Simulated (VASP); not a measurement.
# KSrCl3 (Pm-3m) in VASP: notebook

One crystal, KSrCl3, is run at these levels: PBE, r2SCAN; tasks: single point.

Program: VASP 6.6.1. These are calculated values, not measurements. Logs are shortened: lines on timing, memory, paths and dates and some standing lists are left out, and cuts for length are marked.

## Step 1: The structure

The structure is cubic, space group Pm-3m (No. 221). The conventional cell has a = 5.636 Å, b = 5.636 Å, c = 5.636 Å, α = 90.00°, β = 90.00°, γ = 90.00°. K (site symmetry m-3m) is surrounded by 12 Cl at 3.99 Å. Around Sr (site symmetry m-3m) lie 6 Cl at 2.82 Å. Cl (site symmetry 4/mmm) is surrounded by 2 Sr at 2.82 Å.

The cell was built by a generator and needn't be a form met in nature.

## Step 2: Single point, PBE

File INCAR:

```
PREC     = Accurate       # precision mode
ENCUT    = 520            # plane-wave cutoff, eV
EDIFF    = 1E-7           # SCF threshold, eV
ISMEAR   = -1             # smearing method
SIGMA    = 0.02           # smearing width, eV
LREAL    = False          # projectors in reciprocal space
LASPH    = True           # aspherical terms in the spheres
NELM     = 100            # most SCF steps
ALGO     = Normal         # electronic algorithm
ISIF     = 2              # what is computed and relaxed
LWAVE    = False          # write WAVECAR
LCHARG   = False          # write CHGCAR
GGA      = PE             # functional
NBANDS   = 28             # bands
```

File KPOINTS:

```
Automatic mesh
0
Gamma
  4 4 4
```

File POSCAR:

```
KSrCl3
1.0
    5.6362001392      0.0000000000      0.0000000000
    0.0000000000      5.6362001392      0.0000000000
    0.0000000000      0.0000000000      5.6362001392
K Sr Cl
1 1 3
Direct
    0.0000000000      0.0000000000      0.0000000000
    0.5000000000      0.5000000000      0.5000000000
    0.5000000000      0.5000000000      0.0000000000
    0.5000000000      0.0000000000      0.5000000000
    0.0000000000      0.5000000000      0.5000000000
```

Potentials or basis: VASP PAW PBE potentials, release 64 (K_sv, Sr_sv, Cl).

The run is started by

```console
cat potpaw_PBE.64/K_sv/POTCAR potpaw_PBE.64/Sr_sv/POTCAR potpaw_PBE.64/Cl/POTCAR > POTCAR
mpirun -np 1 vasp_std > vasp.out
```

OUTCAR:

```text
PREC = Accurate
   ENCUT = 520
   EDIFF = 1E-7
   ISMEAR = -1
   LREAL = False
   LASPH = True
   NELM = 100
   ISIF = 2
   GGA = PE

 ion  position               nearest neighbor table
   1  0.000  0.000  0.000-
   2  0.500  0.500  0.500-   3 2.82   4 2.82   5 2.82   3 2.82   4 2.82   5 2.82
   3  0.500  0.500  0.000-   2 2.82   2 2.82
   4  0.500  0.000  0.500-   2 2.82   2 2.82
   5  0.000  0.500  0.500-   2 2.82   2 2.82

  LATTYP: Found a simple cubic cell.
 ALAT       =     5.6362001392

  Lattice vectors:

 A1 = (   5.6362001392,   0.0000000000,   0.0000000000)
 A2 = (   0.0000000000,   5.6362001392,   0.0000000000)
 A3 = (   0.0000000000,   0.0000000000,   5.6362001392)

Analysis of symmetry for initial positions (statically):
=====================================================================
 Subroutine PRICEL returns:
 Original cell was already a primitive cell.

 Routine SETGRP: Setting up the symmetry group for a
 simple cubic supercell.

 Subroutine GETGRP returns: Found 48 space group operations
 (whereof 48 operations were pure point group operations)
 out of a pool of 48 trial point group operations.

The static configuration has the point symmetry O_h .

Analysis of symmetry for dynamics (positions and initial velocities):
=====================================================================
 Subroutine PRICEL returns:
 Original cell was already a primitive cell.

 Routine SETGRP: Setting up the symmetry group for a
 simple cubic supercell.

 Subroutine GETGRP returns: Found 48 space group operations
 (whereof 48 operations were pure point group operations)
 out of a pool of 48 trial point group operations.

The dynamic configuration has the point symmetry O_h .

 Subroutine INISYM returns: Found 48 space group operations
 (whereof 48 operations are pure point group operations),
 and found     1 'primitive' translations

----------------------------------------------------------------------------------------

                                     Primitive cell

  volume of cell :     179.0438

[... 73 lines left out ...]
   ISPIN  =      1    spin polarized calculation?
   LNONCOLLINEAR =      F non collinear calculations
   LSORBIT =      F    spin-orbit coupling
   LASPH  =      T    aspherical Exc in radial PAW
   ENCUT  =  520.0 eV  38.22 Ry    6.18 a.u.  10.48 10.48 10.48*2*pi/ulx,y,z
   NELM   =    100;   NELMIN=  2; NELMDL= -5     # of ELM steps
   EDIFF  = 0.1E-06   stopping-criterion for ELM
   LREAL  =      F    real-space projection
   EDIFFG = 0.1E-05   stopping-criterion for IOM
   NSW    =      0    number of steps for IOM
   IBRION =     -1    ionic relax: 0-MD 1-quasi-New 2-CG
   NFREE  =      0    steps in history (QN), initial steepest desc. (CG)
   ISIF   =      2    stress and relaxation
   ISYM   =      2    0-nonsym 1-usesym 2-fastsym
   POTIM  = 0.5000    time-step for ionic-motion
   TEBEG  =    0.0;   TEEND  =   0.0 temperature during run
   PSTRESS=    0.0 pullay stress
   NELECT =      40.0000    total number of electrons
   NUPDOWN=      -1.0000    fix difference up-down
   EMIN   =  10.00;   EMAX   =-10.00  energy-range for DOS
   EFERMI =   0.00;   METHOD = LEGACY
   ISMEAR =    -1;   SIGMA  =   0.02  broadening in eV -4-tet -1-fermi 0-gaus
   EFERMI_NEDOS =   21; number of points for ismear=-14 and -15
   IALGO  =     38    algorithm
   IMIX   =      4    mixing-type and parameters
     AMIX     =   0.40;   BMIX     =  1.00
     AMIX_MAG =   1.60;   BMIX_MAG =  1.00
  volume/ion in A,a.u.               =      35.81       241.65
  Fermi-wavevector in a.u.,A,eV,Ry     =   0.993364  1.877186 13.425849  0.986772
  Thomas-Fermi vector in A             =   2.125241
   LORBIT       =      0    0 simple, 1 ext, 2 COOP (PROOUT), +10 PAW based schemes
   GGA     = PE    functional components
   LHFCALC =     F    Hartree Fock is set to
   AEXX    =    0.0000 exact exchange contribution
   IVDW    =     0    specifies the selected vdW correction
   LEPSILON=     F    determine dielectric tensor
   LRPA    =     F    only Hartree local field effects (RPA)
 non-spin polarized calculation
  energy-cutoff  :      520.00
  volume of cell :      179.04
 maximum number of plane-waves:      4842
 NGX is ok and might be reduce to    42
   NGX = 21   NGY = 21   NGZ = 21

 number of electron      40.0000001 magnetization

 Free energy of the ion-electron system (eV)
  ---------------------------------------------------
  ext. energy  EPLUGINS =         0.00000000
  ---------------------------------------------------
  free energy    TOTEN  =       -19.17061250 eV

  energy without entropy =      -19.17061250  energy(sigma->0) =      -19.17061250

 E-fermi :  -1.1543     XC(G=0):  -7.1347

 val. band max:       -1.6773935806   @ k =   0.5000   0.5000   0.5000
 cond. band min:       2.8063042420   @ k =   0.0000   0.0000   0.0000
 fundamental gap:      4.4836978226
 Fermi energy:        -1.1543444136

 k-point     1 :       0.0000    0.0000    0.0000
  band No.  band energies     occupation
      1     -33.7912      2.00000
      2     -30.3699      2.00000
      3     -15.9235      2.00000
      4     -15.9235      2.00000
      5     -15.9235      2.00000
      6     -14.2418      2.00000
[... 299 lines left out ...]
     27       6.7734      0.00000
     28       7.5267      0.00000

------------------------ aborting loop because EDIFF is reached ----------------------------------------

  FORCE on cell =-STRESS in cart. coord.  units (eV):
  Direction    XX          YY          ZZ          XY          YZ          ZX
  --------------------------------------------------------------------------------------
  -------------------------------------------------------------------------------------
  Total        0.5915757      0.5915757      0.5915757      0.0000000     -0.0000000      0.0000000
  in kB        5.2937287      5.2937287      5.2937287      0.0000000     -0.0000000      0.0000000
  external PRESSURE =       5.2937287 kB  Pullay stress =       0.0000000 kB

 VOLUME and BASIS-vectors are now :
 -----------------------------------------------------------------------------
  energy-cutoff  :      520.00
  volume of cell :      179.04
      direct lattice vectors                 reciprocal lattice vectors
     5.636200139  0.000000000  0.000000000     0.177424501  0.000000000  0.000000000
     0.000000000  5.636200139  0.000000000     0.000000000  0.177424501  0.000000000
     0.000000000  0.000000000  5.636200139     0.000000000  0.000000000  0.177424501

 POSITION                                       TOTAL-FORCE (eV/Angst)
 -----------------------------------------------------------------------------------
      0.00000      0.00000      0.00000         0.000000      0.000000      0.000000
      2.81810      2.81810      2.81810         0.000000      0.000000      0.000000
      2.81810      2.81810      0.00000         0.000000      0.000000      0.000000
      2.81810      0.00000      2.81810         0.000000      0.000000      0.000000
      0.00000      2.81810      2.81810         0.000000      0.000000      0.000000
 -----------------------------------------------------------------------------------
    total drift:                                0.000000     -0.000000     -0.000000

  FREE ENERGIE OF THE ION-ELECTRON SYSTEM (eV)
  ---------------------------------------------------
  free  energy   TOTEN  =       -19.1706124987 eV

  energy  without entropy=      -19.1706124987  energy(sigma->0) =      -19.17061250
```

stdout:

```text
POSCAR found type information on POSCAR K SrCl
 POSCAR found :  3 types and       5 ions
 scaLAPACK will be used
 LDA part: xc-table for (Slater+PW92), standard interpolation
 POSCAR, INCAR and KPOINTS ok, starting setup
 FFT: planning ... GRIDC
 FFT: planning ... GRID_SOFT
 FFT: planning ... GRID
 WAVECAR not read
 entering main loop
```

Wall time 51 s (1 thread of Intel Xeon Platinum 8488C (Sapphire Rapids), shared host); peak memory 0.27 GiB.

What came out:

```
Free energy            : -19.1706 eV
Pressure               : 0.5 GPa
Band gap on the k mesh : 4.48 eV, indirect (least direct gap 4.69 eV)
```

Levels at points of the mesh, in eV from the valence-band top:
| k point | band 17 | band 18 | band 19 | band 20 | band 21 | band 22 | band 23 | band 24 |
| --- | --- | --- | --- | --- | --- | --- | --- | --- |
| (0.00, 0.00, 0.00) | -0.41 | -0.21 | -0.21 | -0.21 | 4.48 | 6.10 | 6.10 | 6.10 |
| (0.50, 0.00, 0.00) | -0.67 | -0.51 | -0.28 | -0.28 | 6.06 | 6.33 | 6.38 | 7.26 |
| (0.50, 0.50, 0.00) | -0.64 | -0.63 | -0.63 | -0.01 | 6.76 | 7.35 | 7.35 | 7.59 |
| (0.50, 0.50, 0.50) | -1.31 | 0.00 | 0.00 | 0.00 | 6.07 | 7.31 | 7.31 | 7.31 |

A k mesh can miss the band edges. PBE gaps usually lie below the measured ones, often by a third to a half.

(Continued in part 2 of 2.)
